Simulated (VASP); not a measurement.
Calculation: r2SCAN meta-GGA, VASP's PBE PAW potentials (set 64) (plane waves; VASP 6.6.1).

Gaps are without spin-orbit coupling.

- volume per atom: 22.60 Å^3/atom
- band gap (over mesh and band path): 4.13 eV
- smallest direct gap (over mesh and band path): 4.13 eV

Q: Which relaxed crystal gives these values?
A. RhI3, C2/m (12)
B. MgS, P6_3mc (186)
C. C, C2/m (12)
D. Zn2SeS, P-4m2 (115)

A: B, MgS, P6_3mc (186)
